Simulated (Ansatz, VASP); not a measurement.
# Ge (Germanium) in two plane-wave programs, part 2 of 2

Aim: how closely do two programs agree when they are given the same cell, functional and k mesh? The cell is taken from a series of runs on this material, whose earlier steps may have relaxed, scaled, displaced or heated it; both programs get it as it stands.

VASP 6.6.1 and Ansatz 0.2.0.

So far: The structure; VASP: zone-centre phonons, PBEsol.

## Step 2: VASP: zone-centre phonons, PBEsol (continued)

Level of this step: PBEsol; plane waves and PAW (Ge_d) (VASP).

Numbers of over 12 decimals in the logs are rounded to 6 here.

From OUTCAR (step 2):

```text
ion  position               nearest neighbor table
   1  0.499  0.499  0.501-   2 2.45   2 2.45   2 2.46   2 2.46
   2  0.751  0.751  0.749-   1 2.45   1 2.45   1 2.46   1 2.46

  LATTYP: Found a body centered orthorhombic cell.
 ALAT       =     3.9730837702
 B/A-ratio  =     1.0103046165
 C/A-ratio  =     1.4338608268

 Subroutine GETGRP returns: Found  4 space group operations
 (whereof  2 operations were pure point group operations)

The static configuration has the point symmetry C_1h.
 The point group associated with its full space group is C_2h.

   k-points           NKPTS =   1728   k-points in BZ     NKDIM =   1728   number of bands    NBANDS=     20

   dimension x,y,z NGX =    30 NGY =   30 NGZ =   30
   dimension x,y,z NGXF=    60 NGYF=   60 NGZF=   60

   ENCUT  =  500.0 eV  36.75 Ry    6.06 a.u.   7.31  7.31  7.24*2*pi/ulx,y,z

   NELECT =      28.0000    total number of electrons

 k-points in reciprocal lattice and weights: Points of the shifted mesh
   0.04166667  0.04166667  0.04166667       0.001
   0.04166667  0.04166667  0.12500000       0.001
   0.04166667  0.04166667  0.20833333       0.001
   0.04166667  0.04166667  0.29166667       0.001
   0.04166667  0.04166667  0.37500000       0.001
   0.04166667  0.04166667  0.45833333       0.001
   0.04166667  0.04166667  0.54166667       0.001
   0.04166667  0.04166667  0.62500000       0.001
   0.04166667  0.04166667  0.70833333       0.001
[...]
0.95833333  0.95833333  0.87500000       0.001
   0.95833333  0.95833333  0.95833333       0.001

 average (electrostatic) potential at core
       1 -74.1936       2 -74.1936

  Total        0.1340546      0.1340546     -0.0470595      0.1785853     -0.0019527     -0.0019527
  in kB        4.7280248      4.7280248     -1.6597600      6.2985969     -0.0688706     -0.0688691
  external PRESSURE =       2.5987632 kB  Pullay stress =       0.0000000 kB

  energy-cutoff  :      500.00
  volume of cell :       45.43
      direct lattice vectors                 reciprocal lattice vectors
    -0.014474866  2.823869342  2.848424590    -0.176159043  0.176159043  0.175535628
     2.823869342 -0.014474866  2.848424590     0.176159043 -0.176159043  0.175535628
     2.809394476  2.809394476  0.000000000     0.177974295  0.177974295 -0.175535628

 POSITION                                       TOTAL-FORCE (eV/Angst)
 -----------------------------------------------------------------------------------
      2.80925      2.80925      2.84449         0.000048      0.000048     -0.000363
      4.21424      4.21424      4.27657        -0.000048     -0.000048      0.000363
 -----------------------------------------------------------------------------------
    total drift:                                0.000000      0.000000      0.000000

 Eigenvectors and eigenvalues of the dynamical matrix
 ----------------------------------------------------

   1 f  =    8.754739 THz    55.007649 2PiTHz  292.026669 cm-1    36.206676 meV
             X         Y         Z           dx          dy          dz
      2.809251  2.809251  2.844489     0.499976    0.499976    0.006909
      4.214235  4.214235  4.276572    -0.499976   -0.499976   -0.006909

   2 f  =    8.714148 THz    54.752606 2PiTHz  290.672683 cm-1    36.038803 meV
             X         Y         Z           dx          dy          dz
      2.809251  2.809251  2.844489     0.004886    0.004886   -0.707073
      4.214235  4.214235  4.276572    -0.004886   -0.004886    0.707073

   3 f  =    8.663466 THz    54.434162 2PiTHz  288.982119 cm-1    35.829200 meV
             X         Y         Z           dx          dy          dz
      2.809251  2.809251  2.844489     0.500000   -0.500000    0.000000
      4.214235  4.214235  4.276572    -0.500000    0.500000   -0.000000

   4 f  =    0.000000 THz     0.000001 2PiTHz    0.000005 cm-1     0.000001 meV
             X         Y         Z           dx          dy          dz
      2.809251  2.809251  2.844489    -0.246509    0.361390   -0.555545
      4.214235  4.214235  4.276572    -0.246509    0.361390   -0.555545

   5 f  =    0.000000 THz     0.000001 2PiTHz    0.000004 cm-1     0.000000 meV
             X         Y         Z           dx          dy          dz
      2.809251  2.809251  2.844489     0.614124   -0.098288   -0.336439
      4.214235  4.214235  4.276572     0.614124   -0.098288   -0.336439

   6 f/i=    0.000000 THz     0.000001 2PiTHz    0.000003 cm-1     0.000000 meV
             X         Y         Z           dx          dy          dz
      2.809251  2.809251  2.844489     0.249169    0.599780    0.279604
      4.214235  4.214235  4.276572     0.249169    0.599780    0.279604

 ELASTIC MODULI CONTR FROM IONIC RELAXATION (kBar)
 Direction    XX          YY          ZZ          XY          YZ          ZX
 --------------------------------------------------------------------------------
 XX          -0.0623     -0.0502     -0.1062     -3.1391      2.2520     -0.1263
 YY          -0.0502     -0.0623     -0.1062     -3.4189      0.7378      1.6684
 ZZ          -0.1062     -0.1062     -0.2353     -7.4087      0.8859     -0.3767
 XY          -3.1391     -3.4189     -7.4087   -237.0629      1.8298      1.5778
 YZ           2.2520      0.7378      0.8859      1.8298   -242.6459    -10.2417
 ZX          -0.1263      1.6684     -0.3767      1.5778    -10.2417   -240.5575
 --------------------------------------------------------------------------------
```

## Step 3: Ansatz: zone-centre phonons, PBEsol

Ansatz runs on its PAW soft_1 files.

The same cell, functional, mesh and smearing now go to Ansatz, which takes its cutoff from its data sets.

File input.yaml:

```yaml
crystal:
  lattice:
    - [-0.0144748663, 2.8238693424, 2.8484245899]
    - [2.8238693424, -0.0144748663, 2.8484245899]
    - [2.8093944761, 2.8093944761, 0.0]
  atoms:
    - { symbol: Ge, position: [0.4993092259, 0.4993092259, 0.5006396827] }
    - { symbol: Ge, position: [0.7506907741, 0.7506907741, 0.7493603173] }
kpoints:
  mp_grid: { grid: [12, 12, 12], shift: [0.5, 0.5, 0.5] }
hamiltonian:
  xc: pbesol
  pseudopotentials: { kind: paw, azcp: { folder: soft_1 }, xc_functional: pbe }
scf:
  occupations: { method: gaussian, width: 0.015 }
output:
  eigenvalues: true
phonons:
  method: dfpt
```

Command:

```console
ansatz run input.yaml --threads 4 --pin off --max-ram 10240MiB --backend cpu --events-out ev --progress --plain --runs-dir out
```

The log of the run:

```text
Engine: ansatz 0.2.0, aarch64-unknown-linux-gnu
Pseudopotentials: kind: paw
Pseudopotential: Ge, paw, valence charge 14, recommended cutoff 420 eV (normal), soft_1/Ge.paw.azcp
Functional definition: PBEsol
  exchange = pbesol_x
  correlation = pbesol_c
Crystal: 2 atoms, lattice volume = 45.427 Å³
Basis set: ecut = 420 eV, 893 PW (Γ), exchange–correlation on 64×64×64 points (8 copies of the dense FFT grid, shifted against one another)
Bands: 18, of which v1, the nominal top of the filled ones, is band 14 counted from 1 (13 counted from 0)
Symmetry: 4 space group operations
k-points: 864 of 1728 (irreducible under 1 space group operation, time reversal used)
Non-local potential: Ge, projectors of the file, l = 0: 2, l = 1: 2, l = 2: 3, l = 3: 1
PAW form: soft (Blöchl's): semilocal exchange-correlation on the pseudo side does not see the compensation charge
PAW frozen core: Ge, regenerated for the run's functional, and the local potential with it (the file was generated under x = pbe(κ = 0.804, μ = 0.219515), c = pbe(β = 0.066725))
PAW one-centre angular grid: Ge, 590 points (default); XC on 64 Gauss nodes
Initial density: superposition of atomic densities (chi_scale 0.1, normalization cell)
Initial wavefunctions: pseudopotential atomic-orbital guess
Functional: x = pbesol(κ = 0.804, μ = 0.123457), c = pbesol(β = 0.046)
SCF iter   1: F=—  HF=-8507.075959 eV  |F-HF|=—  |Δ(HF+E_count)|=         —  Δρ=3.51e-2  dr2=4.45e-1  ethr=3.10e-3  ⟨swp⟩=6.0  Hψ=72010  notcnv=0
preconditioner: auto → none  [insulator: Δε(μ)=0.219 eV  Ē_g=23.271 eV  σ=0.015 eV  W_gap=1.00  n_scr=14 (ndim 8)  ℏωp=29.2 eV  f_vac=0.000  D(μ)=0.00/eV (n_scr^D=0)  ε∞_Penn≈2.6]
SCF iter   2: F=—  HF=-8507.012445 eV  |F-HF|=—  |Δ(HF+E_count)|=   6.35e-2  Δρ=1.68e-2  dr2=8.45e-2  ethr=1.59e-3  ⟨swp⟩=2.0  Hψ=25542  notcnv=0
SCF iter   3: F=—  HF=-8507.005775 eV  |F-HF|=—  |Δ(HF+E_count)|=   6.67e-3  Δρ=1.59e-3  dr2=3.00e-4  ethr=3.02e-4  ⟨swp⟩=2.8  Hψ=22363  notcnv=0
SCF iter   4: F=—  HF=-8507.005920 eV  |F-HF|=—  |Δ(HF+E_count)|=   1.45e-4  Δρ=2.18e-4  dr2=1.65e-5  ethr=1.07e-6  ⟨swp⟩=2.0  Hψ=26582  notcnv=0
SCF iter   5: F=—  HF=-8507.005887 eV  |F-HF|=—  |Δ(HF+E_count)|=   3.38e-5  Δρ=1.10e-4  dr2=3.96e-6  ethr=5.89e-8  ⟨swp⟩=2.0  Hψ=27648  notcnv=0
SCF iter   6: F=—  HF=-8507.005882 eV  |F-HF|=—  |Δ(HF+E_count)|=   4.29e-6  Δρ=3.25e-5  dr2=3.51e-7  ethr=1.42e-8  ⟨swp⟩=2.0  Hψ=27648  notcnv=0
SCF iter   7: F=—  HF=-8507.005882 eV  |F-HF|=—  |Δ(HF+E_count)|=   6.27e-7  Δρ=7.43e-6  dr2=1.53e-8  ethr=1.25e-9  ⟨swp⟩=2.0  Hψ=27648  notcnv=0
SCF iter   8: F=—  HF=-8507.005882 eV  |F-HF|=—  |Δ(HF+E_count)|=   1.26e-8  Δρ=5.85e-7  dr2=1.07e-10  ethr=5.45e-11  ⟨swp⟩=2.0  Hψ=27648  notcnv=0
SCF iter   9: F=-8507.005882 eV  HF=-8507.005882 eV  |F-HF|=1.82e-12  |Δ(HF+E_count)|=  1.82e-11  Δρ=1.39e-8  dr2=7.61e-14  ethr=1.00e-12  ⟨swp⟩=6.0  Hψ=69179  notcnv=0
SCF 1 converged in 9 iterations: F = -8507.005882 eV  dr2 = 7.61e-14
  greatest PAW one-centre occupation: 0.998 electrons in one spin orbital (limit 2), on the Ge atom at site 1 (counted from 0), in its partial waves of l = 2
DFPT response loops at Γ: preconditioner auto → none (the input reference at scf.mixing.eps_inf says where Resta's filter doesn't serve); β = 0.50; Broyden in place of MSR1
SCF converged after 9 iterations
Free energy (F): -8507.005882 eV
Harris-Foulkes:  -8507.005882 eV  (|F-HF|=1.82e-12)
Internal energy: -8507.005882 eV  (E = F + TS)
E sigma→0 (E₀):  -8507.005882 eV
Fermi energy:    8.372777 eV
--- Per-component energies (eV) ---
  E_band       = -304.763943
  E_kinetic    = 185.770393
  E_local      = -4508.703970  (includes V_loc(G=0)·N_el)
  E_nonlocal   = 438.799203
  E_hartree    = 2146.536698
  E_xc         = -142.220997
  E_vxc        = -130.366333  (∫ρ·V_xc dr)
  E_paw        = -3944.785085  (= ΣΔE_a)
  E_vpaw       = -583.336663  (= ΣTr[D̂ρ^β])
  E_aug_tail   = 0.000033  (compensation charges beyond the density's cutoff)
  E_ewald      = -2684.238033
  E_core_change = 1.835876  (= ΣΔE_core)
  E_smearing   = -0.000000  (= −TS)
  E_closure    = 0.000000  (closes the sum)
  Σ components = -8507.005882   (vs F -8507.005882, Δ=0.00e0)
--- Band table (eV; the first three rows and the last of 864) ---
  k-point 0: bands = [... 10 lower, -4.3800, 7.6244, 8.2973, 8.3115, 8.9395, 10.8891, 10.9829, 11.0126]
  k-point 1: bands = [... 10 lower, -4.2652, 6.4759, 7.8232, 8.2270, 9.4555, 11.0105, 11.1252, 11.7842]
  k-point 2: bands = [... 10 lower, -3.9838, 4.9132, 7.3865, 7.9115, 9.3730, 11.4407, 11.7017, 12.8795]
  k-point 863: bands = [... 10 lower, -2.3260, 0.7666, 6.7530, 6.9280, 8.7855, 12.0416, 12.1679, 15.4704]
--- Phonons (Γ-DFPT): 2 representative perturbations + reference, on 864 of 1728 k-points (Σ response iterations 6) ---
  k mesh reduced under 1 symmetry operation, with k and −k counted as one. Each operation leaves every solved perturbation unchanged. A smaller set is not used because it would not reduce the number of displacements times k-points to solve
  ASR residual: 2.271e-5 → 0.000e0 eV/Å²; symmetrization residual: 1.304e-6 eV/Å²
  ASR residual per site (eV/Å²): 2.27e-5 2.27e-5
  Γ frequencies (cm⁻¹): 0.00 0.00 0.00 288.91 290.79 291.65
  non-analytic LO–TO correction: not included (Born effective charges unavailable; polar crystals: no LO–TO splitting at Γ)
```

The column dr2 measures how far the density is from self-consistency, as an energy; F and HF (Harris–Foulkes) agree once it is small.

## Step 4: Comparison

Known differences besides the potentials themselves: the cutoff is 420 eV in Ansatz and 500 eV in VASP; Ansatz makes its cores anew for this functional, VASP keeps those of its PBE data sets. Total energies have different zeros and are not compared.

The two programs side by side:

```
             quantity  Ansatz   VASP  difference
optical mode 1 (cm⁻¹)   288.9  289.0     -0.02 %
optical mode 2 (cm⁻¹)   290.8  290.7     +0.04 %
optical mode 3 (cm⁻¹)   291.6  292.0     -0.13 %
```

Modes are paired by rising frequency, not by their patterns, so a pair may set unlike modes beside each other; they are those without the splitting of longitudinal modes.

## Step 5: Summary of results

| Property | Result |
| --- | --- |
| r.m.s. difference of the optical zone-centre modes, each program's sorted by frequency (zone-centre phonons, PBEsol) | 0.23 cm⁻¹ |

The r.m.s. difference of the optical zone-centre modes, each program's sorted by frequency is 0.23 cm⁻¹ (zone-centre phonons, PBEsol). How closely two codes agree says nothing of how well the functional describes the real material.

[Lines on the potential files, build, host, timing and source positions are cut from VASP's logs without a mark.]

[Logs are printed without paths, hosts, clocks, repeated set-up lines and the standing remarks that a program may print on its own settings, such as how far it seeks lower states.]

[Hosts, paths, dates, database ids (printed as entryN), source tags and the programs' standing remarks are cut or masked in the printed files.]
